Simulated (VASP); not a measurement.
OSZICAR of a VASP run on SrVO3 (cubic perovskite):

**OSZICAR**
```
       N       E                     dE             d eps       ncg     rms          rms(c)
DAV:   1     0.456615263388E+03    0.45662E+03   -0.25020E+04   960   0.187E+03
DAV:   2    -0.332978213977E+01   -0.45995E+03   -0.45595E+03  1080   0.523E+02
DAV:   3    -0.379024076245E+02   -0.34573E+02   -0.33846E+02  1136   0.145E+02
DAV:   4    -0.385478334866E+02   -0.64543E+00   -0.64518E+00  1192   0.212E+01
DAV:   5    -0.385571671229E+02   -0.93336E-02   -0.93338E-02  1224   0.201E+00    0.971E+01
DAV:   6    -0.649215154113E+02   -0.26364E+02   -0.25112E+02  1280   0.162E+02    0.310E+01
DAV:   7    -0.622421534715E+02    0.26794E+01   -0.27152E+01  1232   0.430E+01    0.136E+01
DAV:   8    -0.625321054378E+02   -0.28995E+00   -0.65234E+00  1080   0.254E+01    0.123E+01
DAV:   9    -0.621355229981E+02    0.39658E+00   -0.14987E+00  1056   0.824E+00    0.561E+00
DAV:  10    -0.621062514037E+02    0.29272E-01   -0.16701E-01  1080   0.379E+00    0.197E+00
DAV:  11    -0.621250195020E+02   -0.18768E-01   -0.91374E-02   984   0.326E+00    0.298E-01
DAV:  12    -0.621435625067E+02   -0.18543E-01   -0.37313E-02   968   0.201E+00    0.246E-01
DAV:  13    -0.621527009812E+02   -0.91385E-02   -0.76447E-03   992   0.944E-01    0.109E-01
DAV:  14    -0.621529904480E+02   -0.28947E-03   -0.44729E-04  1176   0.173E-01    0.591E-02
DAV:  15    -0.621532021585E+02   -0.21171E-03   -0.13683E-04   984   0.132E-01    0.160E-02
DAV:  16    -0.621532476401E+02   -0.45482E-04   -0.45537E-05  1072   0.730E-02    0.769E-03
DAV:  17    -0.621532582766E+02   -0.10637E-04   -0.37517E-06   976   0.223E-02    0.180E-03
DAV:  18    -0.621532586845E+02   -0.40788E-06   -0.30967E-07   504   0.642E-03
   1 F= -.62153259E+02 E0= -.62152297E+02  d E =-.621533E+02
       N       E                     dE             d eps       ncg     rms          rms(c)
DAV:   1    -0.629348963623E+02   -0.78164E+00   -0.22058E+01   984   0.494E+01    0.103E+01
DAV:   2    -0.623588053420E+02    0.57609E+00   -0.44761E+00  1032   0.217E+01    0.359E+00
DAV:   3    -0.621922610654E+02    0.16654E+00   -0.15069E+00  1072   0.972E+00    0.258E+00
DAV:   4    -0.621515702855E+02    0.40691E-01   -0.25550E-01  1224   0.486E+00    0.858E-01
DAV:   5    -0.621500729566E+02    0.14973E-02   -0.24950E-02  1536   0.111E+00    0.680E-01
DAV:   6    -0.621411441974E+02    0.89288E-02   -0.78684E-03  1240   0.950E-01    0.333E-01
DAV:   7    -0.621487324023E+02   -0.75882E-02   -0.95379E-03   992   0.103E+00    0.157E-01
DAV:   8    -0.621503067465E+02   -0.15743E-02   -0.10456E-02   976   0.802E-01    0.101E-01
DAV:   9    -0.621514821559E+02   -0.11754E-02   -0.61830E-04  1472   0.179E-01    0.604E-02
DAV:  10    -0.621522440940E+02   -0.76194E-03   -0.25366E-04   992   0.136E-01    0.203E-02
DAV:  11    -0.621523363839E+02   -0.92290E-04   -0.10769E-04   976   0.765E-02    0.725E-03
DAV:  12    -0.621523354876E+02    0.89627E-06   -0.48888E-06   968   0.187E-02
   2 F= -.62152335E+02 E0= -.62151302E+02  d E =0.923197E-03
       N       E                     dE             d eps       ncg     rms          rms(c)
DAV:   1    -0.623784934972E+02   -0.22616E+00   -0.57085E+00   992   0.247E+01    0.532E+00
DAV:   2    -0.621992151459E+02    0.17928E+00   -0.83461E-01  1016   0.924E+00    0.137E+00
DAV:   3    -0.621860605448E+02    0.13155E-01   -0.26082E-01  1064   0.400E+00    0.124E+00
DAV:   4    -0.621740573255E+02    0.12003E-01   -0.64988E-02  1240   0.248E+00    0.340E-01
DAV:   5    -0.621737922769E+02    0.26505E-03   -0.71307E-03  1592   0.564E-01    0.270E-01
DAV:   6    -0.621735786703E+02    0.21361E-03   -0.11781E-03  1248   0.319E-01    0.150E-01
DAV:   7    -0.621737978253E+02   -0.21915E-03   -0.11728E-03   960   0.356E-01    0.685E-02
DAV:   8    -0.621739577891E+02   -0.15996E-03   -0.21114E-03   968   0.377E-01    0.520E-02
DAV:   9    -0.621742659268E+02   -0.30814E-03   -0.13730E-04  1264   0.938E-02    0.316E-02
DAV:  10    -0.621744693406E+02   -0.20341E-03   -0.90411E-05   968   0.831E-02    0.943E-03
DAV:  11    -0.621744757598E+02   -0.64192E-05   -0.18348E-05  1176   0.283E-02    0.330E-03
DAV:  12    -0.621744761578E+02   -0.39803E-06   -0.60120E-07   496   0.680E-03
   3 F= -.62174476E+02 E0= -.62173477E+02  d E =-.212175E-01
```

### Question
Which electronic solver shows in the log?

### Answer
It is blocked Davidson (ALGO = Normal, or the opening steps of other solvers). The INCAR had ALGO = Normal.

### Question
How was spin treated?

### Answer
Without spin polarisation: there is no mag entry.

### Question
Can the final energy be trusted as converged?

### Answer
The calculation finished and met its thresholds. It stopped with EDIFF = 1E-6, NELM = 100, NSW = 60 and EDIFFG = -0.02 after 3 ionic steps (TPSS meta-GGA, plane waves, VASP's PBE PAW potentials (set 64)). Energy and stress use the plane-wave basis of the starting cell.

The compound is SrVO3 in the cubic perovskite structure. This run relaxes it. Symmetry was kept, so distortions that lower it aren't found. The start is the result of an earlier pass. The run is not spin-polarised, so no magnetic state was tried. The electron count is odd and the run is not spin-polarised, which forces a metal.
